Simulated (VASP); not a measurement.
Output of a VASP run:

File OSZICAR:
```
       N       E                     dE             d eps       ncg     rms          rms(c)
DAV:   1     0.389227917707E+03    0.38923E+03   -0.11143E+04  2520   0.159E+03
DAV:   2     0.859008877634E+01   -0.38064E+03   -0.37513E+03  3492   0.669E+02
DAV:   3    -0.143230152524E+02   -0.22913E+02   -0.22143E+02  4241   0.191E+02
DAV:   4    -0.146286661698E+02   -0.30565E+00   -0.30307E+00  3817   0.214E+01
DAV:   5    -0.146346090989E+02   -0.59429E-02   -0.59427E-02  4177   0.280E+00    0.852E+00
DAV:   6    -0.133870104609E+02    0.12476E+01   -0.27960E+00  3164   0.224E+01    0.258E+00
DAV:   7    -0.132142744836E+02    0.17274E+00   -0.72369E-01  3283   0.104E+01    0.811E-01
DAV:   8    -0.132027100662E+02    0.11564E-01   -0.24325E-02  3430   0.235E+00    0.225E-01
DAV:   9    -0.132015929830E+02    0.11171E-02   -0.60803E-03  3319   0.971E-01    0.183E-02
DAV:  10    -0.132016074889E+02   -0.14506E-04   -0.94410E-05  4254   0.155E-01    0.695E-03
DAV:  11    -0.132016050643E+02    0.24246E-05   -0.25133E-06  4004   0.231E-02    0.204E-03
DAV:  12    -0.132016062934E+02   -0.12291E-05   -0.34323E-07  2716   0.729E-03    0.949E-04
DAV:  13    -0.132016059820E+02    0.31138E-06   -0.27370E-08  1981   0.340E-03    0.106E-04
DAV:  14    -0.132016059746E+02    0.74251E-08   -0.71665E-09  1925   0.227E-03
   1 F= -.13201606E+02 E0= -.13200953E+02  d E =-.132016E+02
       N       E                     dE             d eps       ncg     rms          rms(c)
DAV:   1    -0.132020803936E+02   -0.47441E-03   -0.56590E-02  2730   0.508E+00    0.155E-01
DAV:   2    -0.132019912899E+02    0.89104E-04   -0.40763E-03  4011   0.107E+00    0.986E-02
DAV:   3    -0.132017754292E+02    0.21586E-03   -0.71787E-04  4548   0.393E-01    0.140E-02
DAV:   4    -0.132017708261E+02    0.46032E-05   -0.35315E-05  3802   0.101E-01    0.721E-03
DAV:   5    -0.132017709193E+02   -0.93199E-07   -0.11423E-06  3418   0.207E-02    0.141E-03
DAV:   6    -0.132017709752E+02   -0.55981E-07   -0.65004E-08  1736   0.493E-03
   2 F= -.13201771E+02 E0= -.13201169E+02  d E =-.165001E-03
       N       E                     dE             d eps       ncg     rms          rms(c)
DAV:   1    -0.132020517220E+02   -0.28080E-03   -0.42839E-02  2681   0.443E+00    0.135E-01
DAV:   2    -0.132019856131E+02    0.66109E-04   -0.30866E-03  4032   0.928E-01    0.858E-02
DAV:   3    -0.132018221366E+02    0.16348E-03   -0.54471E-04  4585   0.343E-01    0.122E-02
DAV:   4    -0.132018185738E+02    0.35628E-05   -0.26753E-05  3818   0.875E-02    0.624E-03
DAV:   5    -0.132018186902E+02   -0.11643E-06   -0.86512E-07  3332   0.179E-02    0.128E-03
DAV:   6    -0.132018187453E+02   -0.55078E-07   -0.50985E-08  1638   0.437E-03
   3 F= -.13201819E+02 E0= -.13201265E+02  d E =-.212771E-03
```

File OUTCAR:
```
------------------------ aborting loop because EDIFF is reached ----------------------------------------
  FORCE on cell =-STRESS in cart. coord.  units (eV):
  Direction    XX          YY          ZZ          XY          YZ          ZX
  --------------------------------------------------------------------------------------
  Total        0.5240994      0.5240993      0.5226828      0.0000000     -0.0000000     -0.0000000
  in kB       18.3023124     18.3023113     18.2528445      0.0000000     -0.0000000     -0.0000000
  external PRESSURE =      18.2858227 kB  Pullay stress =       0.0000000 kB
  volume of cell :       45.88
      direct lattice vectors                 reciprocal lattice vectors
     1.625043732 -2.814658222 -0.000000000     0.307684027 -0.177641461  0.000000000
     1.625043732  2.814658222  0.000000000     0.307684027  0.177641461 -0.000000000
     0.000000000  0.000000000  5.015307143     0.000000000 -0.000000000  0.199389583
 POSITION                                       TOTAL-FORCE (eV/Angst)
 -----------------------------------------------------------------------------------
      1.62504      0.93822      1.25383        -0.000000     -0.000000      0.000000
      1.62504     -0.93822      3.76148         0.000000      0.000000     -0.000000
 -----------------------------------------------------------------------------------
    total drift:                                0.000000      0.000675     -0.000014
  FREE ENERGIE OF THE ION-ELECTRON SYSTEM (eV)
  ---------------------------------------------------
  free  energy   TOTEN  =       -13.2018187453 eV

  energy  without entropy=      -13.2001574629  energy(sigma->0) =      -13.20126498

 reached required accuracy - stopping structural energy minimisation
```
(Selected blocks of OUTCAR.)

File POSCAR:
```
Sc
1
    1.6221676427    -2.8096766925     0.0000000000
    1.6221676427     2.8096766925     0.0000000000
    0.0000000000     0.0000000000     5.0331070961
Sc
2
Direct
  0.3333330000   0.6666670000   0.2500000000
  0.6666670000   0.3333330000   0.7500000000
```

Question: Reconstruct the remaining input files.

Answer: This is not unique; one that fits is the input of the run itself, PBEsol GGA, plane waves, VASP's PBE PAW potentials (set 64).

**INCAR**
```
SYSTEM = Sc
PREC = Accurate; ENCUT = 520; LREAL = .False.
LASPH = .True.
EDIFF = 1E-7; NELM = 100; ALGO = Normal
LMAXMIX = 4
ISMEAR = 1; SIGMA = 0.1
GGA = PS
IBRION = 2; NSW = 30; ISIF = 4
EDIFFG = -0.01
LWAVE = .False.; LCHARG = .False.
```

### KPOINTS
```
Regular mesh
0
Gamma
13 13 7
```

POTCAR, in this order: Sc_sv (PBE.64 set). Program: vasp_std.

The compound is Sc in the hcp structure. This cell is one point of a volume scan, at 0.97 of the reference volume. Symmetry was kept, so distortions that lower it aren't found.
